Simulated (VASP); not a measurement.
All values below come from SCAN meta-GGA, VASP's PBE PAW potentials (set 64) (plane waves; VASP).

VASP input:

File KPOINTS:
```
Regular mesh
0
Gamma
7 7 2
0 0 0
```

**POSCAR**
```
MoS2
1
    1.5868244712    -2.7484603275    -0.0000000000
    1.5868244712     2.7484603275     0.0000000000
   -0.0000000000     0.0000000000    12.8288213244
Mo S
2 4
Direct
  0.3333330000   0.6666670000   0.2500000000
  0.6666670000   0.3333330000   0.7500000000
  0.3333330000   0.6666670000   0.8709908016
  0.6666670000   0.3333330000   0.3709908016
  0.6666670000   0.3333330000   0.1290091984
  0.3333330000   0.6666670000   0.6290091984
```

INCAR:
```
SYSTEM = MoS2
PREC = Accurate; ENCUT = 520; LREAL = .False.
LASPH = .True.
EDIFF = 1E-6; NELM = 100; ALGO = Normal
LMAXMIX = 4; LMIXTAU = .True.
ISMEAR = 0; SIGMA = 0.05
METAGGA = SCAN
IBRION = 2; NSW = 60; ISIF = 3
EDIFFG = -0.02
LWAVE = .False.; LCHARG = .False.
```

POTCAR, in this order: Mo_sv S (PBE.64 set). Program: vasp_std.

The resulting files:

File OSZICAR:
```
       N       E                     dE             d eps       ncg     rms          rms(c)
DAV:   1     0.394058074553E+03    0.39406E+03   -0.30120E+04  1104   0.162E+03
DAV:   2    -0.105876995253E+03   -0.49994E+03   -0.48888E+03  1224   0.412E+02
DAV:   3    -0.132624497779E+03   -0.26748E+02   -0.26547E+02  1313   0.833E+01
DAV:   4    -0.133231231563E+03   -0.60673E+00   -0.60452E+00  1220   0.122E+01
DAV:   5    -0.133247838034E+03   -0.16606E-01   -0.16600E-01  1302   0.190E+00    0.398E+01
DAV:   6    -0.122659657164E+03    0.10588E+02   -0.24811E+01  1141   0.336E+01    0.136E+01
DAV:   7    -0.118540856909E+03    0.41188E+01   -0.73248E+00  1104   0.153E+01    0.731E+00
DAV:   8    -0.116329220930E+03    0.22116E+01   -0.23211E+00  1257   0.976E+00    0.417E+00
DAV:   9    -0.114451991860E+03    0.18772E+01   -0.44755E-01  1188   0.578E+00    0.184E+00
DAV:  10    -0.114178463405E+03    0.27353E+00   -0.49525E-01  1257   0.662E+00    0.386E-01
DAV:  11    -0.113977650696E+03    0.20081E+00   -0.71334E-02  1153   0.251E+00    0.394E-01
DAV:  12    -0.113973306059E+03    0.43446E-02   -0.41739E-03  1217   0.576E-01    0.418E-01
DAV:  13    -0.113968407408E+03    0.48987E-02   -0.38107E-04  1194   0.168E-01    0.415E-01
DAV:  14    -0.113917110309E+03    0.51297E-01   -0.22404E-01  1027   0.340E+00    0.724E-01
DAV:  15    -0.113935103910E+03   -0.17994E-01   -0.75029E-02  1020   0.262E+00    0.408E-01
DAV:  16    -0.113930369897E+03    0.47340E-02   -0.87007E-02   999   0.302E+00    0.329E-01
DAV:  17    -0.113928023589E+03    0.23463E-02   -0.31537E-02  1048   0.142E+00    0.124E-01
DAV:  18    -0.113925484793E+03    0.25388E-02   -0.85254E-03  1062   0.779E-01    0.111E-01
DAV:  19    -0.113929587253E+03   -0.41025E-02   -0.29980E-03  1111   0.439E-01    0.114E-01
DAV:  20    -0.113930353761E+03   -0.76651E-03   -0.21657E-03  1034   0.349E-01    0.326E-02
DAV:  21    -0.113930459774E+03   -0.10601E-03   -0.62043E-04  1132   0.262E-01    0.377E-02
DAV:  22    -0.113930442688E+03    0.17086E-04   -0.54395E-04  1055   0.261E-01    0.240E-02
DAV:  23    -0.113930365851E+03    0.76838E-04   -0.25782E-04  1055   0.159E-01    0.205E-02
DAV:  24    -0.113930414240E+03   -0.48389E-04   -0.83559E-05  1125   0.836E-02    0.137E-02
DAV:  25    -0.113930395513E+03    0.18727E-04   -0.15668E-05  1153   0.393E-02    0.754E-03
DAV:  26    -0.113930433592E+03   -0.38079E-04   -0.22173E-05  1090   0.458E-02    0.441E-03
DAV:  27    -0.113930442327E+03   -0.87350E-05   -0.28200E-06   909   0.157E-02    0.549E-03
DAV:  28    -0.113930444277E+03   -0.19500E-05   -0.85787E-07   705   0.887E-03    0.403E-03
DAV:  29    -0.113930442292E+03    0.19851E-05   -0.11894E-05  1007   0.327E-02    0.282E-03
DAV:  30    -0.113930449788E+03   -0.74962E-05   -0.77618E-07   615   0.907E-03    0.289E-03
DAV:  31    -0.113930448659E+03    0.11284E-05   -0.11524E-07   601   0.300E-03    0.239E-03
DAV:  32    -0.113930448199E+03    0.46055E-06   -0.34892E-07   594   0.528E-03
   1 F= -.11393045E+03 E0= -.11393045E+03  d E =-.113930E+03
```

OUTCAR:
```
------------------------ aborting loop because EDIFF is reached ----------------------------------------
  FORCE on cell =-STRESS in cart. coord.  units (eV):
  Direction    XX          YY          ZZ          XY          YZ          ZX
  --------------------------------------------------------------------------------------
  Total        0.0421864      0.0421864      0.0991606      0.0000000      0.0000000     -0.0000000
  in kB        0.6040157      0.6040155      1.4197589      0.0000000      0.0000000     -0.0000000
  external PRESSURE =       0.8759300 kB  Pullay stress =       0.0000000 kB
  volume of cell :      111.90
      direct lattice vectors                 reciprocal lattice vectors
     1.586824471 -2.748460328  0.000000000     0.315094712 -0.181920035  0.000000000
     1.586824471  2.748460328  0.000000000     0.315094712  0.181920035  0.000000000
     0.000000000  0.000000000 12.828821324     0.000000000  0.000000000  0.077949484
 POSITION                                       TOTAL-FORCE (eV/Angst)
 -----------------------------------------------------------------------------------
      1.58682      0.91616      3.20721        -0.000000      0.000000     -0.000000
      1.58682     -0.91616      9.62162        -0.000000     -0.000000     -0.000000
      1.58682      0.91616     11.17379         0.000000     -0.000000      0.008858
      1.58682     -0.91616      4.75937         0.000000      0.000000      0.008858
      1.58682     -0.91616      1.65504         0.000000      0.000000     -0.008858
      1.58682      0.91616      8.06945         0.000000     -0.000000     -0.008858
 -----------------------------------------------------------------------------------
    total drift:                                0.000230      0.001616     -0.000030
  FREE ENERGIE OF THE ION-ELECTRON SYSTEM (eV)
  ---------------------------------------------------
  free  energy   TOTEN  =      -113.9304481989 eV

  energy  without entropy=     -113.9304481989  energy(sigma->0) =     -113.93044820

 reached required accuracy - stopping structural energy minimisation
```
(Selected blocks of OUTCAR.)

The compound is MoS2 in the 2H layered structure. It was relaxed first, which changed the volume by +5 %. The start is the result of an earlier pass.
